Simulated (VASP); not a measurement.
Input:

```
CSi
1.0
    3.05806     0.00000     0.00000
   -1.52903     2.64836     0.00000
    0.00000     0.00000     5.01991
Si C
2 2
Direct
  0.33333   0.66667   0.49957
  0.66667   0.33333   0.99957
  0.33333   0.66667   0.87543
  0.66667   0.33333   0.37543
```

Computed with LDA (Ceperley-Alder, Perdew-Zunger), VASP's LDA PAW potentials (set 64) (plane waves; VASP). Numerical set-up: 520 eV cut-off, 9×9×5 Γ-centred mesh, tetrahedra with Blöchl corrections, potentials Si C.

**Question.** Estimate the energy per atom (σ→0), band gap (on the k-mesh) with the smallest direct gap where there is one.

**Answer.** 
```json
{
 "band gap (on the k-mesh)": "2.12 eV",
 "smallest direct gap (on the k-mesh)": "3.95 eV",
 "energy per atom (σ→0)": "-8.319 eV/atom"
}
```

Total energies compare only between runs with the same potentials, cut-off and functional.

The structure comes from a computed database's SiC entry (P6_3mc); how it stands against other phases isn't given here. It was relaxed first.
